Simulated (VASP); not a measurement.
Output of a VASP run:

File OSZICAR:
```
       N       E                     dE             d eps       ncg     rms          rms(c)
DAV:   1     0.300878148632E+02    0.30088E+02   -0.51552E+03  1552   0.125E+03
DAV:   2    -0.133731767574E+02   -0.43461E+02   -0.40982E+02  1528   0.174E+02
DAV:   3    -0.145516690163E+02   -0.11785E+01   -0.11618E+01  1777   0.410E+01
DAV:   4    -0.145735550601E+02   -0.21886E-01   -0.21878E-01  1943   0.481E+00
DAV:   5    -0.145739451784E+02   -0.39012E-03   -0.39011E-03  1880   0.569E-01    0.141E+01
DAV:   6    -0.162863770434E+02   -0.17124E+01   -0.70975E+01  1758   0.134E+02    0.171E+01
DAV:   7    -0.126560790284E+02    0.36303E+01   -0.34343E+01  1718   0.829E+01    0.250E+00
DAV:   8    -0.126221101649E+02    0.33969E-01   -0.21274E-01  1749   0.583E+00    0.142E+00
DAV:   9    -0.126068051113E+02    0.15305E-01   -0.49191E-02  1804   0.340E+00    0.342E-01
DAV:  10    -0.126063919270E+02    0.41318E-03   -0.10545E-03  2045   0.466E-01    0.164E-01
DAV:  11    -0.126063689050E+02    0.23022E-04   -0.36517E-05  1737   0.704E-02    0.636E-03
DAV:  12    -0.126063691369E+02   -0.23191E-06   -0.91266E-07   996   0.102E-02
   1 F= -.13441086E+02 E0= -.13441044E+02  d E =-.134411E+02
```

**OUTCAR**
```
------------------------ aborting loop because EDIFF is reached ----------------------------------------
 Edisp (eV)   -0.83472
  FORCE on cell =-STRESS in cart. coord.  units (eV):
  Direction    XX          YY          ZZ          XY          YZ          ZX
  --------------------------------------------------------------------------------------
  Total      -0.01512    -0.01512    -0.01512    -0.00000    -0.00000     0.00000
  in kB      -1.05882    -1.05882    -1.05882    -0.00000    -0.00000     0.00000
  external pressure =       -1.06 kB  Pullay stress =        0.00 kB
  volume of cell :       22.89
      direct lattice vectors                 reciprocal lattice vectors
     2.839127568  0.000000000  0.000000000     0.352220876  0.000000000  0.000000000
     0.000000000  2.839127568  0.000000000     0.000000000  0.352220876  0.000000000
     0.000000000  0.000000000  2.839127568     0.000000000  0.000000000  0.352220876
 POSITION                                       TOTAL-FORCE (eV/Angst)
 -----------------------------------------------------------------------------------
      1.41956      1.41956      1.41956         0.000000      0.000000      0.000000
      0.00000      0.00000      0.00000         0.000000      0.000000      0.000000
 -----------------------------------------------------------------------------------
    total drift:                               -0.000000      0.000000      0.000000
  FREE ENERGIE OF THE ION-ELECTRON SYSTEM (eV)
  ---------------------------------------------------
  free  energy   TOTEN  =       -13.4410864529 eV

  energy  without entropy=      -13.4409592947  energy(sigma->0) =      -13.44104407

 reached required accuracy - stopping structural energy minimisation
```
(Selected blocks of OUTCAR.)

### POSCAR
```
FeAl
1
    2.8391275678    -0.0000000000    -0.0000000000
   -0.0000000000     2.8391275678    -0.0000000000
    0.0000000000    -0.0000000000     2.8391275678
Al Fe
1 1
Direct
  0.5000000000   0.5000000000   0.5000000000
  0.0000000000   0.0000000000   0.0000000000
```

Reconstruct the remaining input files.

One answer among several that fit: the input of the run itself, PBE GGA with D3 dispersion (Becke-Johnson damping), plane waves, VASP's PBE PAW potentials (set 64).

File KPOINTS:
```
Automatic mesh
0
Gamma
12 12 12
0 0 0
```

INCAR:
```
SYSTEM=FeAl
PREC=Accurate; ENCUT=520; LREAL=F
LASPH=T
EDIFF=1E-6; NELM=100; ALGO=Normal
LMAXMIX=4
ISMEAR=1; SIGMA=0.1
GGA=PE; IVDW=12
IBRION=2; NSW=60; ISIF=3
EDIFFG=-0.01
LWAVE=F; LCHARG=F
```

POTCAR, in this order: Al Fe (PBE.64 set). Program: vasp_std.

The compound is FeAl in the CsCl type structure. It was relaxed first, which changed the volume by -7 %. The start is the result of an earlier pass. The run is not spin-polarised, so no magnetic state was tried. The electron count is odd and the run is not spin-polarised, which forces a metal.
